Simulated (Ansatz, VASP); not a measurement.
# Al8Ga5P11O48 (Ga_P2): VASP beside Ansatz, part 3 of 3

One calculation is typed for both programs; each brings its own data sets. How far apart do they land? Of the first pair: The structure shown is the start of the Ansatz relaxation below; VASP solves that cell, so the two are compared at the walk's first step.

VASP 6.6.1 and Ansatz 0.2.0.

So far. Step 3 (VASP: single point, PBEsol, start cell, pair 1): The run ends at a pressure of 7.19 GPa, with forces up to 19 eV/Å.

## 6. VASP: single point, PBEsol, relaxed cell, pair 2

Level of this step: PBEsol, spin-polarised from a ferromagnetic start; plane waves and PAW (Al, Ga_d, P, O) (VASP).

The same cell, functional and mesh now go to VASP, with its own data sets.

INCAR reads:

```
SYSTEM = Al8Ga5P11O48
PREC = Accurate
ENCUT = 520
EDIFF = 1E-06
NELM = 200
ISMEAR = 0
SIGMA = 0.01
LREAL = Auto
ALGO = Normal
GGA = PS
NELECT = 433
NBANDS = 272
ISPIN = 2
MAGMOM = -0 -0 0 0 -0 -0 -0 -0 0 0 0 -0 0 0 -0 -0 -0 -0 -0 -0 -0 0 -0 -0 0 0 0 0 0 0 0 0 0 0 -0 0 0 0 0 0 0 0 0 -0 -0 0 -0 -0 0 -0 0.29 0 -0 0.29 0.07 0.01 0.01 0.07 0.01 0.01 0 0 0 0 0 0 0 -0 0 0 0 0
LORBIT = 11
LWAVE = .FALSE.
LCHARG = .FALSE.
ISIF = 2
ISYM = 0
NUPDOWN = 1
LASPH = .TRUE.
GGA_COMPAT = .FALSE.
NCORE = 2
```

POSCAR reads:

```
Al8Ga5P11O48
1.0
    8.5754128200     -4.9779480000     -0.0427180000
    8.5754128200      4.9779480000     -0.0427180000
   -0.0838676600      0.0000000000     11.0343038500
Al Ga P O
8 5 11 48
Direct
    0.2700269682      0.4900236442      0.1593303729
    0.9953468705      0.2206156554      0.8319916542
    0.2672913364      0.0001473271      0.1693320056
    0.9997826307      0.7326815032      0.8317435881
    0.7692491493      0.5146923869      0.1649591399
    0.4852259847      0.2307125531      0.8361514273
    0.7793444801      0.0046604994      0.1690885393
    0.5100119532      0.7297884482      0.8418182524
    0.2356426363      0.2613575025      0.4988738169
    0.2408036450      0.7591195838      0.5005472210
    0.7298700385      0.2700796698      0.5005464141
    0.7089209007      0.2910705538      0.0005198692
    0.7384664876      0.7644050536      0.5022425850
    0.2245262008      0.2602709816      0.9964832374
    0.2766292212      0.9955778287      0.6694123695
    0.5001142295      0.2280041642      0.3314146277
    0.2396054838      0.7603498571      0.0005330174
    0.2651964104      0.4972567358      0.6642700470
    0.5026468047      0.7347013823      0.3368163483
    0.7627321850      0.0060715993      0.6702457902
    0.9939084897      0.2371313003      0.3308530580
    0.7396980811      0.7753992261      0.0046536952
    0.7720277242      0.4998294775      0.6696908779
    0.0042823397      0.7234108675      0.3317132080
    0.2011495480      0.4505370718      0.5529244172
    0.4389471852      0.3477675997      0.2291889026
    0.3337159408      0.2009391879      0.8870208590
    0.0490614478      0.2922178948      0.4429411405
    0.1523431500      0.0556584827      0.7679313111
    0.2940881713      0.1417894693      0.1002060107
    0.1982207180      0.4172974937      0.0457927345
    0.4139013405      0.3581333083      0.7109762878
    0.3730625457      0.1917767196      0.3728371307
    0.0664761211      0.2822547626      0.9552062521
    0.1270276667      0.0831051016      0.2825540614
    0.3080010795      0.1246855132      0.6249561102
    0.2173327768      0.9414595318      0.5594124609
    0.4389483000      0.8587312391      0.2371624872
    0.3614161298      0.7052450127      0.9000663332
    0.0584114140      0.7826876664      0.4417171945
    0.1411980594      0.5609979686      0.7639430672
    0.2945193394      0.6386470802      0.1010742586
    0.2121612276      0.9147178277      0.0548899913
    0.4289138013      0.8644143585      0.7216256336
    0.3770135278      0.6948955993      0.3748553313
    0.0852321884      0.7878924019      0.9461147945
    0.1354143246      0.5710821399      0.2795266313
    0.3050326882      0.6228574657      0.6262010265
    0.7047606627      0.4534130897      0.5602706127
    0.9377838959      0.3614553980      0.2324012450
    0.8527736739      0.1827133206      0.8811272849
    0.5464864737      0.2953167669      0.4408296707
    0.6384609907      0.0621575800      0.7687354570
    0.8172708161      0.1471880862      0.1198969831
    0.6911367347      0.4743851427      0.0414611962
    0.9236859035      0.3623059976      0.7162332228
    0.8641809163      0.2054939963      0.3732044900
    0.5255879924      0.3088709459      0.9595901009
    0.6376862775      0.0763958630      0.2848642029
    0.7943546681      0.1358160922      0.6279197940
    0.7075544612      0.9510055130      0.5581570867
    0.9442857718      0.8476694006      0.2331724674
    0.8581960712      0.7058533806      0.9009375195
    0.5493536372      0.7987077491      0.4481975821
    0.6522688721      0.5608985886      0.7719243842
    0.7990276174      0.6662122872      0.1141172658
    0.7176790248      0.9334672676      0.0459252356
    0.9167652413      0.8728952136      0.7184801312
    0.8751147252      0.6921210210      0.3761455727
    0.5826839608      0.8016974484      0.9553223628
    0.6417595239      0.5859962890      0.2900932228
    0.8081381467      0.6269626488      0.6282751462
```

KPOINTS reads:

```
Points of the shifted mesh
1
Reciprocal
 0.2500000000  0.2500000000  0.2500000000 1
```

Potentials, in the order of the species: Al, Ga_d, P and O (PBE family, release 64).

The run is started by

```sh
mpirun -np 8 vasp_std
```

Numbers of over 12 decimals in the logs are rounded to 6 here.

Output:

```text
[banner, memory and clock lines left out]
running    8 mpi-ranks, on    1 nodes
[...]
[... a notice as in an earlier step ...]

 LDA part: xc-table for (Slater+PW92), standard interpolation
 POSCAR, INCAR and KPOINTS ok, starting setup
[...]
entering main loop
       N       E                     dE             d eps       ncg     rms          rms(c)
DAV:   1     0.600684654544E+04    0.60068E+04   -0.18271E+05  1088   0.179E+03
DAV:   2     0.470975004751E+03   -0.55359E+04   -0.52064E+04  1280   0.490E+02
DAV:   3    -0.516360395057E+03   -0.98734E+03   -0.96172E+03  1304   0.218E+02
DAV:   4    -0.599111525059E+03   -0.82751E+02   -0.81794E+02  1632   0.639E+01
DAV:   5    -0.601222819632E+03   -0.21113E+01   -0.21016E+01  1464   0.107E+01BRMIX: very serious problems
 the old and the new charge density differ
 old charge density:   432.00000 new  433.00000
    0.786E+01
DAV:   6    -0.533453313417E+03    0.67770E+02   -0.26253E+02  1768   0.525E+01    0.401E+01
DAV:   7    -0.534404688704E+03   -0.95138E+00   -0.24781E+01  1368   0.987E+00    0.126E+01
DAV:   8    -0.534641780214E+03   -0.23709E+00   -0.42874E+00  1640   0.619E+00    0.839E+00
DAV:   9    -0.534337806283E+03    0.30397E+00   -0.97380E-01  1528   0.291E+00    0.487E+00
[...]
DAV:  24    -0.534210380279E+03    0.22348E-05   -0.49532E-06  1112   0.966E-03    0.129E-02
DAV:  25    -0.534210379172E+03    0.11066E-05   -0.41618E-06  1080   0.107E-02    0.792E-03
DAV:  26    -0.534210379229E+03   -0.56534E-07   -0.36108E-06  1136   0.715E-03
   1 F= -.53421038E+03 E0= -.53421038E+03  d E =-.499121E-15  mag=     1.0000
```

From OUTCAR (step 6):

```text
  Total       11.6983343      6.7316100      7.6600482     -0.0002500      0.0119601      1.0338279
  in kB       19.8962271     11.4489497     13.0280136     -0.0004253      0.0203415      1.7583080
  external PRESSURE =      14.7910635 kB  Pullay stress =       0.0000000 kB

 POSITION                                       TOTAL-FORCE (eV/Angst)
 -----------------------------------------------------------------------------------
      6.50439      1.09513      1.72563         0.024058     -0.007206      0.005964
     10.35760     -3.85657      9.12851         0.033205     -0.016887     -0.014550
      2.27920     -1.32983      1.85704         0.005320     -0.009455      0.009548
     14.78684     -1.32962      9.10370        -0.004465     -0.010202     -0.010931
     10.99649     -1.26717      1.76536         0.047736     -0.027770      0.072331
      6.06934     -1.26695      9.19577        -0.045722     -0.029975     -0.073903
      6.70899     -3.85634      1.83228        -0.035623     -0.017259      0.013029
     10.56120      1.09404      9.23592        -0.022413     -0.004544     -0.007361
      4.22014      0.12801      5.48349        -0.008423      0.020352      0.002660
      8.53277      2.58015      5.48048        -0.000575      0.017374      0.002656
      8.53300     -2.28881      5.48047        -0.000148      0.017893      0.001605
      8.57530     -2.08004     -0.03698        -0.002036      0.027747     -0.001091
     12.84562      0.12912      5.47770         0.005799      0.018215     -0.000880
      4.07376      0.17794     10.97479         0.004288      0.013793      0.013266
[...]
-----------------------------------------------------------------------------------
    total drift:                               -0.000238     -0.031391      0.004825

  FREE ENERGIE OF THE ION-ELECTRON SYSTEM (eV)
  ---------------------------------------------------
  free  energy   TOTEN  =      -534.2103792288 eV

  energy  without entropy=     -534.2103792288  energy(sigma->0) =     -534.21037923

 magnetization (x)
# of ion       s       p       d       tot
------------------------------------------
    1       -0.000  -0.000   0.000  -0.000
    2       -0.002  -0.001   0.000  -0.003
    3        0.000  -0.000   0.000   0.000
    4        0.000  -0.000   0.000   0.000
    5       -0.000  -0.001   0.000  -0.001
    6       -0.000  -0.001   0.000  -0.001
    7       -0.002  -0.001   0.000  -0.003
    8       -0.000  -0.000   0.000  -0.000
    9        0.000   0.000   0.000   0.000
   10       -0.000   0.000   0.000   0.000
   11        0.000   0.000   0.000   0.000
   12       -0.006  -0.009   0.000  -0.015
   13        0.000   0.000   0.000   0.000
[...]
--------------------------------------------------
tot          0.002   0.792   0.001   0.794

[... 1 part as in an earlier step ...]

[... 2 further parts left out ...]
[key lines of the parts left out:]
E-fermi :   1.5797
```

The run ends at a pressure of 1.48 GPa, with forces up to 0.092 eV/Å.

## 7. Differences

What differs besides the data sets and the points named for the pairs above, as far as they apply: site moments are counted in spheres of each program's own size. Total energies have different zeros and are not compared.

Compared:

```tsv
quantity	Ansatz	VASP	difference
total moment, fixed by the input (μB)	1.00	1.00	0.00
moment on O51 (μB)	0.29	0.30	-0.01
moment on O54 (μB)	0.29	0.30	-0.01
moment on O55 (μB)	0.07	0.08	0.00
moment on O58 (μB)	0.07	0.08	0.00
```

Forces on 7 of the 72 atoms, those with the largest forces and the largest differences (eV/Å; atoms numbered as in POSCAR):

```tsv
atom	Ansatz x, y, z	VASP x, y, z
Al5	-0.004, -0.002, 0.000	0.048, -0.028, 0.072
Al6	0.005, -0.002, -0.001	-0.046, -0.030, -0.074
O39	0.001, 0.001, -0.001	-0.001, 0.031, 0.032
O51	-0.008, 0.004, 0.006	-0.049, 0.023, 0.019
O54	0.009, 0.005, -0.006	0.054, 0.023, -0.019
O55	0.000, -0.003, -0.001	-0.041, -0.006, -0.053
O58	0.001, -0.004, 0.002	0.040, -0.005, 0.058
```

The forces differ by 20 meV/Å r.m.s., where the r.m.s. force is 0.002 eV/Å in Ansatz and 0.021 eV/Å in VASP: the atoms lie near their places of rest in Ansatz, so a percentage would say little (all taken over all components). The cell carries a charge of -1 e against a uniform background, so its pressure also hangs on how the neutralising background is counted, and in a defect's cell a gap may be the spacing between its levels.

## 8. Outcome

* r.m.s. force difference (single point, PBEsol, start cell, pair 1): 2.5 % of the r.m.s. force
* r.m.s. force difference (single point, PBEsol, relaxed cell, pair 2): 20 meV/Å

**Reading.** The r.m.s. force difference is 20 meV/Å (single point, PBEsol, relaxed cell, pair 2), beyond the 12 meV/Å picked in this series as the mark of a large difference. What causes the difference of the single point, PBEsol, relaxed cell, pair 2 pair stays open here. Such differences can come from data sets, numerical settings and the points named under the comparisons, not from the functional's error against experiment.

[Lines on the potential files, build, host, timing and source positions are cut from VASP's logs without a mark.]

[Logs are printed without paths, hosts, clocks, repeated set-up lines and the standing remarks that a program may print on its own settings, such as how far it seeks lower states.]

[Hosts, paths, dates, database ids (printed as entryN), source tags and the programs' standing remarks are cut or masked in the printed files.]
